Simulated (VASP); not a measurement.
Consider the following.

```yaml
crystal:
  lattice:
    - [-1.59957, 1.61830, 3.99223]
    - [1.59957, -1.61830, 3.99223]
    - [1.59957, 1.61830, -3.99223]
  atoms:
    - { symbol: Si, position: [0.66500, 0.66500, 0.00000] }
    - { symbol: Si, position: [0.33500, 0.33500, 0.00000] }
    - { symbol: W, position: [0.00000, 0.03043, 0.03043] }
```

The numbers are results of PBE GGA, VASP's PBE PAW potentials (set 64) (plane waves; VASP), not measurements. Numerical set-up: 520 eV cut-off, 12×12×12 Γ-centred mesh, first-order Methfessel-Paxton smearing of 0.10 eV, potentials Si_GW W_sv.

Problem. Which forces act on the atoms, in eV/Å?

Solution. 
| atom | Fx | Fy | Fz |
|---|---|---|---|
| Si1 | 0.495 | 0.000 | 0.112 |
| Si2 | 0.495 | 0.000 | -0.112 |
| W3 | -0.989 | 0.000 | 0.000 |

Problem. Give the stress tensor in GPa (positive for a compressed cell).

Solution. 
```
 3.00   0.00   0.00
 0.00  -0.07   0.00
 0.00   0.00  -5.84
```
The pressure is its mean diagonal, -0.97 GPa.

The compound is WSi2 in the MoSi2 type structure. The cell was not relaxed at this level. The run is one of a series of settings (ENCUT = 520, POTCAR Si_GW W_sv (PBE.64 set) against the base run), some of them coarse on purpose.
